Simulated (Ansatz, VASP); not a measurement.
# Two plane-wave programs on HfRu3

POSCAR

```
HfRu3
1.0
    3.9557700000      0.0000000000      0.0000000000
    0.0000000000      3.9557700000      0.0000000000
    0.0000000000      0.0000000000      3.9557700000
Hf Ru
1 3
Direct
    0.0000000000      0.0000000000      0.0000000000
    0.5000000000      0.5000000000      0.0000000000
    0.5000000000      0.0000000000      0.5000000000
    0.0000000000      0.5000000000      0.5000000000
```

INCAR.step1

```
PREC     = Accurate       # precision mode
ENCUT    = 520            # plane-wave cutoff, eV
ISMEAR   = 0              # smearing method
SIGMA    = 0.15           # smearing width, eV
LREAL    = F              # projectors in reciprocal space
LASPH    = T              # aspherical terms in the spheres
NELM     = 100            # most SCF steps
NBANDS   = 34             # bands
GGA      = PE             # functional
ALGO     = Normal         # electronic algorithm
EDIFF    = 1E-4           # SCF threshold, eV
LWAVE    = T              # write WAVECAR
LCHARG   = F              # write CHGCAR
```

Contents of INCAR.step2:

```
PREC     = Accurate       # precision mode
ENCUT    = 520            # plane-wave cutoff, eV
EDIFF    = 1E-6           # SCF threshold, eV
ISMEAR   = 0              # smearing method
SIGMA    = 0.15           # smearing width, eV
LREAL    = F              # projectors in reciprocal space
LASPH    = T              # aspherical terms in the spheres
NELM     = 100            # most SCF steps
ALGO     = Normal         # electronic algorithm
ISIF     = 2              # what is computed and relaxed
LWAVE    = F              # write WAVECAR
LCHARG   = F              # write CHGCAR
METAGGA  = R2SCAN         # meta-GGA
LMIXTAU  = T            
NBANDS   = 34             # bands
ISTART   = 1
```

File KPOINTS:

```
Automatic mesh
0
Gamma
  6 6 6
```

Input for Ansatz:

```yaml
crystal:
  lattice:
    - [3.95577, 0.0, 0.0]
    - [0.0, 3.95577, 0.0]
    - [0.0, 0.0, 3.95577]
  atoms:
    - { symbol: Hf, position: [0.0, 0.0, 0.0] }
    - { symbol: Ru, position: [0.5, 0.5, 0.0] }
    - { symbol: Ru, position: [0.5, 0.0, 0.5] }
    - { symbol: Ru, position: [0.0, 0.5, 0.5] }
kpoints:
  mp_grid:
    grid: [6, 6, 6]
    shift: [0.0, 0.0, 0.0]
hamiltonian:
  xc: r2scan
scf:
  n_extra_bands: 4
  convergence:
    dr2_threshold: 1.0e-06
  mixing:
    algorithm: broyden
    beta: 0.2
    ndim: 12
  occupations:
    method: gaussian
    width: 0.15
output:
  stress: true
```

The cell comes from a database or a generator and needn't be the stable form of this composition.

Alike in both runs: task single point; functional r2SCAN; k mesh 6 × 6 × 6; occupations gaussian, width 0.15 eV; no spin polarisation.

```csv
,VASP,Ansatz
version,VASP 6.6.1,Ansatz 0.2.0
potentials or method,"VASP PAW PBE potentials, release 64 (Hf_pv, Ru_pv)","plane waves, PAW"
plane-wave cutoff (eV),520,500
valence electrons in the cell,52,74
```

VASP gave:

| Quantity | Value |
| --- | --- |
| pressure (GPa) | -6.2 |

Problem. Which values does Ansatz return?

Solution. Pressure (GPa): -6.0.

The two sets of potentials don't hold the same shells in valence. Ansatz warned: «stress_scf_threshold_loose».

Caveats: the PAW data sets were made with another functional, which shifts forces and pressure a little (VASP). Spin-orbit coupling is left out, which matters for the levels of Hf.
